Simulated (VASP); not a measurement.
An input for Ansatz (written as the equivalent of a VASP run, and not itself run):

Ansatz 0.2 input:
```yaml
crystal:
  lattice:
    - [4.2467000, 0.0000000, 0.0000000]
    - [0.0000000, 4.2467000, 0.0000000]
    - [0.0000000, 0.0000000, 4.2467000]
  atoms:
    - { symbol: Cu, position: [0.2517670, 0.2522410, 0.7592680] }
    - { symbol: Cu, position: [0.2444670, 0.7495980, 0.2410200] }
    - { symbol: Cu, position: [0.7441100, 0.7502850, 0.7574170] }
    - { symbol: Cu, position: [0.7536910, 0.2484230, 0.2526050] }
    - { symbol: O, position: [0.5038600, 0.5015080, 0.4923860] }
    - { symbol: O, position: [0.0021050, -0.0020540, -0.0026950] }
kpoints:
  mp_grid: { grid: [4, 4, 4] }
hamiltonian:
  xc: lda
  pseudopotentials: { kind: paw }
scf:
  occupations: { method: gaussian, width: 0.01 }
  max_iter: 100
output: { forces: true, stress: true, eigenvalues: true }
```

**Question.** Write the VASP files for the same calculation (LDA).

**Answer.** Several could match; the one computed here: 
**INCAR**
```
! general
SYSTEM   =  Cu2O
PREC     =  Accurate
ENCUT    =  400
LREAL    =  .False.
LASPH    =  .True.   ! aspherical one-centre terms

! electronic loop
EDIFF    =  1E-6   ! SCF stop (eV)
NELM     =  100   ! most electronic steps
ALGO     =  Normal
LMAXMIX  =  4   ! l cut-off of mixed one-centre charges

! smearing
ISMEAR   =  0   ! Gaussian
SIGMA    =  0.01   ! width (eV)

! ions
ISIF     =  2   ! forces and stress, cell fixed

! output
LWAVE    =  .False.
LCHARG   =  .False.
```

File KPOINTS:
```
Regular mesh
0
Gamma
4 4 4
```

**POSCAR**
```
Cu2O
1
    4.2467000000     0.0000000000     0.0000000000
    0.0000000000     4.2467000000     0.0000000000
    0.0000000000     0.0000000000     4.2467000000
Cu O
4 2
Direct
  0.2517670000   0.2522410000   0.7592680000
  0.2444670000   0.7495980000   0.2410200000
  0.7441100000   0.7502850000   0.7574170000
  0.7536910000   0.2484230000   0.2526050000
  0.5038600000   0.5015080000   0.4923860000
  0.0021050000  -0.0020540000  -0.0026950000
```

POTCAR, in this order: Cu O (LDA.64 set). Program: vasp_std.

What does not carry over: each code has its own PAW files, so the cut-off isn't converted (ENCUT is set for VASP's; basis.ecutwfc is left out, and Ansatz then takes the one that its files recommend); Ansatz stops its SCF on the density residual and VASP on the energy change (EDIFF); Ansatz's lda is the Perdew-Wang form, while the LDA potentials of VASP carry Perdew-Zunger's.

The structure comes from a computed database's Cu2O entry; how it stands against other phases isn't given here. The cell was not relaxed at this level, atoms are displaced from their ideal sites. The run is one of a series of settings (GGA removed, POTCAR Cu O (LDA.64 set) against the base run), some of them coarse on purpose.
